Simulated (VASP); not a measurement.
# Mg16Au7 (a cell with a defect) in VASP: notebook, part 3 of 4

VASP 6.6.1. Earlier steps stand in the parts before.

## (4) Single point, LDA

The input, INCAR:

```
SYSTEM = Mg16Au7
PREC = Accurate
ENCUT = 520
EDIFF = 1E-7
ISMEAR = -1
SIGMA = 0.05
LREAL = Auto
LASPH = .TRUE.
NELM = 100
ALGO = Fast
ISIF = 2
LWAVE = .FALSE.
LCHARG = .TRUE.
LELF = .TRUE.
LVHAR = .TRUE.
NBANDS = 72
```

The input, KPOINTS:

```
regular mesh
0
G
  2 2 2
  0 0 0
```

The input, POSCAR:

```
Mg16Au7
1.0
    6.1351573700      0.0000000000      0.0000000000
    0.0000000000      9.0712827400      0.0000000000
    0.0000000000      0.0000000000      8.2845697200
Mg Au
16 7
Direct
    0.8351670040      0.1229921977      0.0498799592
    0.7986487884      0.3757398041      0.5449426045
    0.3600958976      0.1700104654      0.4768141417
    0.0966306101      0.3757391427      0.8819860593
    0.4326519826      0.0995250645      0.8408137339
    0.0373012437      0.3757411270      0.2508833977
    0.9390301915      0.0854711536      0.6819470644
    0.5221592221      0.3757372687      0.1561628478
    0.8351568983      0.6284799144      0.0498839426
    0.6353540366      0.8757398736      0.5311727885
    0.3600983425      0.5814732217      0.4768123311
    0.1348798328      0.8757393224      0.9727283700
    0.4326472558      0.6519530004      0.8408102334
    0.0694751535      0.8757402043      0.3428593272
    0.9390332884      0.6660134154      0.6819483921
    0.5477409620      0.8757361255      0.1808982302
    0.2582870992      0.1226016245      0.1502776900
    0.4833660852      0.3757387018      0.7466306892
    0.7825269525      0.1245246160      0.3687890987
    0.2582787864      0.6288722514      0.1502760001
    0.2467860087      0.8757428500      0.6505560557
    0.7825311904      0.6269570868      0.3687934441
    0.7259724130      0.8757360153      0.8646334381
```

Potentials or basis: VASP PAW LDA potentials, release 64 (Mg, Au).

Command:

```
> cat potpaw_LDA.64/Mg/POTCAR potpaw_LDA.64/Au/POTCAR > POTCAR
> mpirun -np 1 vasp_std > vasp.out
```

OUTCAR:

```text
SYSTEM = Mg16Au7
   PREC = Accurate
   ENCUT = 520
   EDIFF = 1E-7
   ISMEAR = -1
   LREAL = Auto
   LASPH = .TRUE.
   NELM = 100
   ISIF = 2

 ion  position               nearest neighbor table
   1  0.835  0.123  0.050-  19 2.66  17 2.73  23 2.80  12 2.97   5 3.02  16 3.05   6 3.09   8 3.12
                             4 3.12   7 3.13  14 3.60
   2  0.799  0.376  0.545-  18 2.56  22 2.71  19 2.71   6 2.84   7 2.99  15 2.99   3 3.32  11 3.32
                             4 3.34   8 3.64
   3  0.360  0.170  0.477-  19 2.77  17 2.81  18 3.01  21 3.11   5 3.11   7 3.19  10 3.19   6 3.30
                             2 3.32   8 3.40  14 3.40
   4  0.097  0.376  0.882-  18 2.62   6 3.08   1 3.12   9 3.12   7 3.26  15 3.26  13 3.26   5 3.26
                             2 3.34  20 3.35  17 3.35   8 3.46
   5  0.433  0.100  0.841-  18 2.64  23 2.72  17 2.79  21 2.81  12 2.94   1 3.02   3 3.11   4 3.26
                             7 3.30   7 3.38  10 3.50  16 3.54
   6  0.037  0.376  0.251-  20 2.79  17 2.79   2 2.84  22 2.93  19 2.93   8 3.08   4 3.08   9 3.09
                             1 3.09   8 3.26   3 3.30  11 3.30
   7  0.939  0.085  0.682-  21 2.69  23 2.76  19 2.79  10 2.94   2 2.99   1 3.13   3 3.19   4 3.26
                            12 3.30   5 3.30   5 3.38  14 3.49
   8  0.522  0.376  0.156-  17 2.81  20 2.81   6 3.08   9 3.12   1 3.12   6 3.26  19 3.29  22 3.29
                             3 3.40  11 3.40  18 3.40   4 3.46   2 3.64
   9  0.835  0.628  0.050-  22 2.66  20 2.73  23 2.80  12 2.97  13 3.02  16 3.05   6 3.09   8 3.12
                             4 3.12  15 3.13  14 3.60
  10  0.635  0.876  0.531-  21 2.58  22 2.78  19 2.78  23 2.82  15 2.94   7 2.94  16 2.95  14 3.09
                            11 3.19   3 3.19  13 3.50   5 3.50
  11  0.360  0.581  0.477-  22 2.77  20 2.81  18 3.01  21 3.11  13 3.11  15 3.19  10 3.19   6 3.30
                             2 3.32   8 3.40  14 3.40
  12  0.135  0.876  0.973-  23 2.66  21 2.76  17 2.78  20 2.78  13 2.94   5 2.94   1 2.97   9 2.97
                            16 3.06  14 3.09  15 3.30   7 3.30
  13  0.433  0.652  0.841-  18 2.64  23 2.72  20 2.79  21 2.81  12 2.94   9 3.02  11 3.11   4 3.26
                            15 3.30  15 3.38  10 3.50  16 3.54
  14  0.069  0.876  0.343-  21 2.77  22 2.87  19 2.87  17 2.98  20 2.98  10 3.09  12 3.09  16 3.23
                            11 3.40   3 3.40  16 3.47  15 3.49   7 3.49   1 3.60   9 3.60
  15  0.939  0.666  0.682-  21 2.69  23 2.76  22 2.79  10 2.94   2 2.99   9 3.13  11 3.19   4 3.26
                            12 3.30  13 3.30  13 3.38  14 3.49
  16  0.548  0.876  0.181-  23 2.84  17 2.87  20 2.87  10 2.95   9 3.05   1 3.05  12 3.06  22 3.10
                            19 3.10  14 3.23  14 3.47  13 3.54   5 3.54
  17  0.258  0.123  0.150-   1 2.73  12 2.78   5 2.79   6 2.79   3 2.81   8 2.81  16 2.87  14 2.98
                             4 3.35  19 3.43
  18  0.483  0.376  0.747-   2 2.56   4 2.62   5 2.64  13 2.64   3 3.01  11 3.01   8 3.40
  19  0.783  0.125  0.369-   1 2.66   2 2.71   3 2.77  10 2.78   7 2.79  14 2.87   6 2.93  16 3.10
                             8 3.29  17 3.43
  20  0.258  0.629  0.150-   9 2.73  12 2.78  13 2.79   6 2.79  11 2.81   8 2.81  16 2.87  14 2.98
                             4 3.35  22 3.43
  21  0.247  0.876  0.651-  10 2.58  15 2.69   7 2.69  12 2.76  14 2.77   5 2.81  13 2.81   3 3.11
                            11 3.11  23 3.43
  22  0.783  0.627  0.369-   9 2.66   2 2.71  11 2.77  10 2.78  15 2.79  14 2.87   6 2.93  16 3.10
                             8 3.29  20 3.43
  23  0.726  0.876  0.865-  12 2.66  13 2.72   5 2.72  15 2.76   7 2.76   1 2.80   9 2.80  10 2.82
                            16 2.84  21 3.43

  LATTYP: Found a simple orthorhombic cell.
 ALAT       =     6.1351573700
 B/A-ratio  =     1.3503434746
 C/A-ratio  =     1.4785737664

  Lattice vectors:

 A1 = (  -6.1351573700,   0.0000000000,   0.0000000000)
 A2 = (   0.0000000000,   0.0000000000,   8.2845697200)
 A3 = (   0.0000000000,   9.0712827400,   0.0000000000)

Analysis of symmetry for initial positions (statically):
=====================================================================
 Subroutine PRICEL returns:
 Original cell was already a primitive cell.
[... 141 lines left out ...]
   ISPIN  =      1    spin polarized calculation?
   LNONCOLLINEAR =      F non collinear calculations
   LSORBIT =      F    spin-orbit coupling
   LASPH  =      T    aspherical Exc in radial PAW
   ENCUT  =  520.0 eV  38.22 Ry    6.18 a.u.  11.41 16.87 15.40*2*pi/ulx,y,z
   NELM   =    100;   NELMIN=  2; NELMDL= -5     # of ELM steps
   EDIFF  = 0.1E-06   stopping-criterion for ELM
   LREAL  =      T    real-space projection
   EDIFFG = 0.1E-05   stopping-criterion for IOM
   NSW    =      0    number of steps for IOM
   IBRION =     -1    ionic relax: 0-MD 1-quasi-New 2-CG
   NFREE  =      0    steps in history (QN), initial steepest desc. (CG)
   ISIF   =      2    stress and relaxation
   ISYM   =      2    0-nonsym 1-usesym 2-fastsym
   POTIM  = 0.5000    time-step for ionic-motion
   TEBEG  =    0.0;   TEEND  =   0.0 temperature during run
   PSTRESS=    0.0 pullay stress
   NELECT =     109.0000    total number of electrons
   NUPDOWN=      -1.0000    fix difference up-down
   EMIN   =  10.00;   EMAX   =-10.00  energy-range for DOS
   EFERMI =   0.00;   METHOD = LEGACY
   ISMEAR =    -1;   SIGMA  =   0.05  broadening in eV -4-tet -1-fermi 0-gaus
   EFERMI_NEDOS =   21; number of points for ismear=-14 and -15
   IALGO  =     68    algorithm
   IMIX   =      4    mixing-type and parameters
     AMIX     =   0.40;   BMIX     =  1.00
     AMIX_MAG =   1.60;   BMIX_MAG =  1.00
  volume/ion in A,a.u.               =      20.05       135.28
  Fermi-wavevector in a.u.,A,eV,Ry     =   1.012268  1.912909 13.941708  1.024687
  Thomas-Fermi vector in A             =   2.145367
   LORBIT       =      0    0 simple, 1 ext, 2 COOP (PROOUT), +10 PAW based schemes
   GGA     = CA    functional components
   LHFCALC =     F    Hartree Fock is set to
   AEXX    =    0.0000 exact exchange contribution
   IVDW    =     0    specifies the selected vdW correction
   LEPSILON=     F    determine dielectric tensor
   LRPA    =     F    only Hartree local field effects (RPA)
 non-spin polarized calculation
 RMM-DIIS sequential band-by-band and
  energy-cutoff  :      520.00
  volume of cell :      461.07
 maximum number of plane-waves:     12440
 NGX is ok and might be reduce to    48
   NGX = 23   NGY = 33   NGZ = 31

 number of electron     109.0000004 magnetization

 Free energy of the ion-electron system (eV)
  ---------------------------------------------------
  ext. energy  EPLUGINS =         0.00000000
  ---------------------------------------------------
  free energy    TOTEN  =       -70.50032396 eV

  energy without entropy =      -70.45196041  energy(sigma->0) =      -70.47614219

 E-fermi :   4.4075     XC(G=0):  -9.9335

 val. band max:        4.3474397799   @ k =   0.5000   0.0000   0.5000
 cond. band min:       4.4217907750   @ k =   0.0000   0.0000   0.5000
 fundamental gap:      0.0743509952
 Fermi energy:         4.4075314871

 k-point     1 :       0.0000    0.0000    0.0000
  band No.  band energies     occupation
      1      -3.6957      2.00000
      2      -2.0629      2.00000
      3      -1.9959      2.00000
      4      -1.5963      2.00000
      5      -1.5356      2.00000
      6      -1.2651      2.00000
[... 541 lines left out ...]
     65       7.3532      0.00000
     66       7.3980      0.00000
 [bands above 66 left out]

------------------------ aborting loop because EDIFF is reached ----------------------------------------

  FORCE on cell =-STRESS in cart. coord.  units (eV):
  Direction    XX          YY          ZZ          XY          YZ          ZX
  --------------------------------------------------------------------------------------
  -------------------------------------------------------------------------------------
  Total       -5.0873944    -14.5282438     -5.9404707      0.0011241      0.0023974     -6.0835540
  in kB      -17.6783457    -50.4846483    -20.6427272      0.0039060      0.0083308    -21.1399318
  external PRESSURE =     -29.6019071 kB  Pullay stress =       0.0000000 kB

 VOLUME and BASIS-vectors are now :
 -----------------------------------------------------------------------------
  energy-cutoff  :      520.00
  volume of cell :      461.07
      direct lattice vectors                 reciprocal lattice vectors
     6.135157370  0.000000000  0.000000000     0.162995004  0.000000000  0.000000000
     0.000000000  9.071282740  0.000000000     0.000000000  0.110237993  0.000000000
     0.000000000  0.000000000  8.284569720     0.000000000  0.000000000  0.120706329

 POSITION                                       TOTAL-FORCE (eV/Angst)
 -----------------------------------------------------------------------------------
      5.12388      1.11570      0.41323        -0.000595      0.013861     -0.009793
      4.89984      3.40844      4.51462        -0.015739      0.000334     -0.001405
      2.20925      1.54221      3.95020        -0.001450     -0.001260     -0.014097
      0.59284      3.40844      7.30688        -0.004222     -0.000084      0.006999
      2.65439      0.90282      6.96578        -0.006733      0.005598      0.000850
      0.22885      3.40845      2.07846         0.001651      0.000687     -0.015662
[... 15 lines left out ...]
      4.80095      5.68731      3.05529         0.001832      0.016680     -0.002648
      4.45396      7.94405      7.16312        -0.028077     -0.001529      0.020075
 -----------------------------------------------------------------------------------
    total drift:                               -0.000479     -0.004766      0.001283

  FREE ENERGIE OF THE ION-ELECTRON SYSTEM (eV)
  ---------------------------------------------------
  free  energy   TOTEN  =       -70.5003239603 eV

  energy  without entropy=      -70.4519604149  energy(sigma->0) =      -70.47614219
```

It took 3.1 min on 1 thread of Intel Xeon 6975P-C (Granite Rapids), shared host; peak memory 0.46 GiB.

Results:

```yaml
Free_energy: -70.5003 eV
Pressure: -3.0 GPa
Largest_force: 0.048 eV/Å
Band_gap_on_the_k_mesh: none (metal or under the smearing width)
```

Forces on the atoms (eV/Å):
```
Mg  -0.001  0.014 -0.010
Mg  -0.016  0.000 -0.001
Mg  -0.001 -0.001 -0.014
Mg  -0.004  0.000  0.007
Mg  -0.007  0.006  0.001
Mg   0.002  0.001 -0.016
Mg   0.003  0.013  0.003
Mg   0.001  0.001  0.023
Mg  -0.001 -0.014 -0.010
Mg   0.003  0.001  0.002
Mg  -0.002  0.001 -0.014
Mg   0.023  0.000 -0.012
Mg  -0.007 -0.005  0.001
Mg   0.006  0.000 -0.007
Mg   0.003 -0.013  0.003
Mg  -0.008  0.000  0.003
Au   0.025 -0.017 -0.007
Au  -0.009 -0.002  0.047
Au   0.001 -0.017 -0.004
Au   0.023  0.018 -0.006
Au  -0.008 -0.001 -0.007
Au   0.002  0.017 -0.003
Au  -0.028 -0.002  0.020
```

Stress tensor (GPa, compression positive):
```
-1.77  0.00 -2.11
 0.00 -5.05  0.00
-2.11  0.00 -2.06
```

Levels at points of the mesh, in eV from the Fermi level:
| k point | band 51 | band 52 | band 53 | band 54 | band 55 | band 56 | band 57 | band 58 |
| --- | --- | --- | --- | --- | --- | --- | --- | --- |
| (0.00, 0.00, 0.00) | -1.01 | -0.76 | -0.47 | -0.46 | -0.12 | 0.50 | 0.51 | 0.59 |
| (0.50, 0.00, 0.00) | -1.49 | -1.36 | -1.10 | 0.74 | 0.81 | 1.70 | 1.74 | 1.89 |
| (0.00, 0.50, 0.00) | -0.88 | -0.68 | -0.41 | -0.35 | -0.13 | -0.07 | 0.19 | 0.30 |
| (0.50, 0.50, 0.00) | -1.47 | -0.33 | -0.21 | -0.14 | 0.12 | 0.28 | 0.67 | 0.92 |
| (0.00, 0.00, 0.50) | -0.93 | -0.82 | -0.45 | -0.39 | 0.01 | 0.25 | 0.29 | 0.40 |
| (0.50, 0.00, 0.50) | -0.96 | -0.06 | 0.09 | 0.21 | 0.61 | 0.88 | 1.29 | 1.36 |
| (0.00, 0.50, 0.50) | -1.45 | -1.21 | -1.20 | -1.10 | -0.54 | 0.68 | 0.83 | 1.20 |
| (0.50, 0.50, 0.50) | -1.01 | -0.76 | -0.69 | -0.60 | -0.48 | -0.20 | -0.16 | 0.25 |

Caveat: the k mesh is coarse (spacing up to 0.51 Å⁻¹), so the values aren't converged.

(Part 3 of 4 ends here.)
